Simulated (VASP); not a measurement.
All values below come from PBEsol GGA, VASP's PBE PAW potentials (set 64) (plane waves; VASP 6.6.1).

A VASP calculation is set up with these files.

KPOINTS:
```
K-points
0
gamma
 11 11 11
0 0 0
```

INCAR:
```
ALGO  =  Normal
EDIFF  =  1E-6
EDIFFG  =  -0.01
ENCUT  =  400
GGA  =  PS
IBRION  =  2
ISIF  =  3
ISMEAR  =  1
LASPH  =  .True.
LCHARG  =  .False.
LMAXMIX  =  4
LREAL  =  .False.
LWAVE  =  .False.
NELM  =  100
NSW  =  60
PREC  =  Accurate
SIGMA  =  0.1
SYSTEM  =  MoS
```

File POSCAR:
```
MoS
1
    0.0000000000     2.6382603023     2.6382603023
    2.6382603023     0.0000000000     2.6382603023
    2.6382603023     2.6382603023     0.0000000000
Mo S
1 1
Direct
  0.0000000000   0.0000000000   0.0000000000
  0.2500000000   0.2500000000   0.2500000000
```

POTCAR, in this order: Mo_sv S (PBE.64 set). Program: vasp_std.

Output of the run:

### OUTCAR
```
 ion  position               nearest neighbor table
   1  0.000  0.000  0.000-   2 2.28   2 2.28   2 2.28   2 2.28
   2  0.250  0.250  0.250-   1 2.28   1 2.28   1 2.28   1 2.28
  LATTYP: Found a face centered cubic cell.
 ALAT       =     5.2765206046
 Subroutine PRICEL returns:
 Original cell was already a primitive cell.
 Subroutine GETGRP returns: Found 24 space group operations
The static configuration has the point symmetry T_d .
The dynamic configuration has the point symmetry T_d .
 Subroutine INISYM returns: Found 24 space group operations
 Subroutine IBZKPT returns following result:
 Found     56 irreducible k-points:

 Following reciprocal coordinates:
            Coordinates               Weight
  0.000000  0.000000  0.000000      1.000000
  0.090909  0.000000  0.000000      8.000000
  0.181818  0.000000  0.000000      8.000000
  0.272727  0.000000  0.000000      8.000000
  0.363636  0.000000  0.000000      8.000000
  0.454545  0.000000  0.000000      8.000000
  0.090909  0.090909  0.000000      6.000000
  0.181818  0.090909  0.000000     24.000000
  0.272727  0.090909  0.000000     24.000000
  0.363636  0.090909  0.000000     24.000000
  0.454545  0.090909  0.000000     24.000000
 -0.454545  0.090909  0.000000     24.000000
 -0.363636  0.090909  0.000000     24.000000
 -0.272727  0.090909  0.000000     24.000000
 -0.181818  0.090909  0.000000     24.000000
 -0.090909  0.090909  0.000000     12.000000
  0.181818  0.181818  0.000000      6.000000
  0.272727  0.181818  0.000000     24.000000
  0.363636  0.181818  0.000000     24.000000
  0.454545  0.181818  0.000000     24.000000
 -0.454545  0.181818  0.000000     24.000000
 -0.363636  0.181818  0.000000     24.000000
 -0.272727  0.181818  0.000000     24.000000
 -0.181818  0.181818  0.000000     12.000000
  0.272727  0.272727  0.000000      6.000000
  0.363636  0.272727  0.000000     24.000000
  0.454545  0.272727  0.000000     24.000000
 -0.454545  0.272727  0.000000     24.000000
 -0.363636  0.272727  0.000000     24.000000
 -0.272727  0.272727  0.000000     12.000000
  0.363636  0.363636  0.000000      6.000000
  0.454545  0.363636  0.000000     24.000000
 -0.454545  0.363636  0.000000     24.000000
 -0.363636  0.363636  0.000000     12.000000
  0.454545  0.454545  0.000000      6.000000
 -0.454545  0.454545  0.000000     12.000000
  0.272727  0.181818  0.090909     24.000000
  0.363636  0.181818  0.090909     48.000000
  0.454545  0.181818  0.090909     48.000000
 -0.454545  0.181818  0.090909     48.000000
   k-points           NKPTS =     56   k-points in BZ     NKDIM =     56   number of bands    NBANDS=     14
   number of dos      NEDOS =    301   number of ions     NIONS =      2
   total plane-waves  NPLWV =  13824
   dimension x,y,z NGX =    24 NGY =   24 NGZ =   24
   dimension x,y,z NGXF=    48 NGYF=   48 NGZF=   48
   ions per type =               1   1
   PREC   = accura    normal or accurate (medium, high low for compatibility)
   ISTART =      0    job   : 0-new  1-cont  2-samecut
   ICHARG =      2    charge: 1-file 2-atom 10-const
   ISPIN  =      1    spin polarized calculation?
   LNONCOLLINEAR =      F non collinear calculations
   LSORBIT =      F    spin-orbit coupling
   INIWAV =      1    electr: 0-lowe 1-rand  2-diag
   ENCUT  =  400.0 eV  29.40 Ry    5.42 a.u.   6.08  6.08  6.08*2*pi/ulx,y,z
   NELM   =    100;   NELMIN=  2; NELMDL= -5     # of ELM steps
   EDIFF  = 0.1E-05   stopping-criterion for ELM
   LREAL  =      F    real-space projection
   NLSPLINE    = F    spline interpolate recip. space projectors
   LMAXMIX     =    4 max onsite mixed and CHGCAR
...
```

File OSZICAR:
```
       N       E                     dE             d eps       ncg     rms          rms(c)
DAV:   1     0.112765540794E+03    0.11277E+03   -0.96358E+03  1600   0.113E+03
DAV:   2    -0.133277408753E+02   -0.12609E+03   -0.12403E+03  1946   0.311E+02
DAV:   3    -0.168559901019E+02   -0.35282E+01   -0.34821E+01  1994   0.493E+01
DAV:   4    -0.168843841128E+02   -0.28394E-01   -0.28389E-01  1838   0.477E+00
DAV:   5    -0.168847480352E+02   -0.36392E-03   -0.36392E-03  2000   0.509E-01    0.205E+01
DAV:   6    -0.162339074529E+02    0.65084E+00   -0.38660E+00  1622   0.151E+01    0.752E+00
DAV:   7    -0.161939845476E+02    0.39923E-01   -0.23693E-01  1640   0.433E+00    0.514E+00
DAV:   8    -0.161818920286E+02    0.12093E-01   -0.21581E-02  1994   0.135E+00    0.434E-01
DAV:   9    -0.161819381353E+02   -0.46107E-04   -0.57301E-04  1790   0.199E-01    0.264E-01
DAV:  10    -0.161819991444E+02   -0.61009E-04   -0.92772E-05  1846   0.743E-02    0.359E-02
DAV:  11    -0.161819903739E+02    0.87705E-05   -0.18934E-05  1892   0.280E-02    0.200E-02
DAV:  12    -0.161819906864E+02   -0.31249E-06   -0.23115E-06  1742   0.101E-02
   1 F= -.16181991E+02 E0= -.16182158E+02  d E =-.161820E+02
       N       E                     dE             d eps       ncg     rms          rms(c)
DAV:   1    -0.161914375034E+02   -0.94471E-02   -0.23016E-01  1592   0.553E+00    0.105E+00
DAV:   2    -0.161825952792E+02    0.88422E-02   -0.40577E-02  1586   0.191E+00    0.192E-01
DAV:   3    -0.161818996641E+02    0.69562E-03   -0.15149E-03  1748   0.291E-01    0.771E-02
DAV:   4    -0.161818270029E+02    0.72661E-04   -0.50337E-04  1778   0.204E-01    0.689E-02
DAV:   5    -0.161818388224E+02   -0.11820E-04   -0.96331E-06  1886   0.272E-02    0.379E-02
DAV:   6    -0.161818461421E+02   -0.73197E-05   -0.81849E-06  1778   0.235E-02    0.575E-03
DAV:   7    -0.161818464323E+02   -0.29016E-06   -0.52423E-07   826   0.518E-03
   2 F= -.16181846E+02 E0= -.16182009E+02  d E =0.144254E-03
       N       E                     dE             d eps       ncg     rms          rms(c)
DAV:   1    -0.161855452470E+02   -0.36991E-02   -0.82400E-02  1592   0.331E+00    0.616E-01
DAV:   2    -0.161823924841E+02    0.31528E-02   -0.14733E-02  1586   0.115E+00    0.114E-01
DAV:   3    -0.161821363384E+02    0.25615E-03   -0.55437E-04  1742   0.175E-01    0.454E-02
DAV:   4    -0.161821052056E+02    0.31133E-04   -0.18493E-04  1778   0.123E-01    0.398E-02
DAV:   5    -0.161821056818E+02   -0.47618E-06   -0.35674E-06  1898   0.164E-02
   3 F= -.16182106E+02 E0= -.16182271E+02  d E =-.114995E-03
```

### OUTCAR
```
------------------------ aborting loop because EDIFF is reached ----------------------------------------
  FORCE on cell =-STRESS in cart. coord.  units (eV):
  Direction    XX          YY          ZZ          XY          YZ          ZX
  --------------------------------------------------------------------------------------
  Total        0.0158473      0.0158473      0.0158473      0.0000000      0.0000000      0.0000000
  in kB        0.6930981      0.6930981      0.6930981      0.0000000      0.0000000      0.0000000
  external PRESSURE =       0.6930981 kB  Pullay stress =       0.0000000 kB
  volume of cell :       36.63
      direct lattice vectors                 reciprocal lattice vectors
     0.000000000  2.636011569  2.636011569    -0.189680503  0.189680503  0.189680503
     2.636011569  0.000000000  2.636011569     0.189680503 -0.189680503  0.189680503
     2.636011569  2.636011569 -0.000000000     0.189680503  0.189680503 -0.189680503
 POSITION                                       TOTAL-FORCE (eV/Angst)
 -----------------------------------------------------------------------------------
      0.00000      0.00000      0.00000        -0.000000     -0.000000     -0.000000
      1.31801      1.31801      1.31801         0.000000      0.000000      0.000000
 -----------------------------------------------------------------------------------
    total drift:                                0.000000      0.000000      0.000000
  FREE ENERGIE OF THE ION-ELECTRON SYSTEM (eV)
  ---------------------------------------------------
  free  energy   TOTEN  =       -16.1821056818 eV

  energy  without entropy=      -16.1826027697  energy(sigma->0) =      -16.18227138

 reached required accuracy - stopping structural energy minimisation
```
(Selected blocks of OUTCAR.)

CONTCAR:
```
MoS
   1.00000000000000
     0.0000000000000000    2.6360115693050754    2.6360115693050754
     2.6360115693050754    0.0000000000000000    2.6360115693050754
     2.6360115693050754    2.6360115693050754   -0.0000000000000000
  Mo              S
     1     1
Direct
     0.0000000000000000    0.0000000000000000    0.0000000000000000
     0.2500000000000000    0.2500000000000000    0.2500000000000000
```

The structure was generated: MoS was put into the zinc blende type (F-43m), which need not be its known phase. This run relaxes it. Symmetry was kept, so distortions that lower it aren't found. The start is the result of an earlier pass.
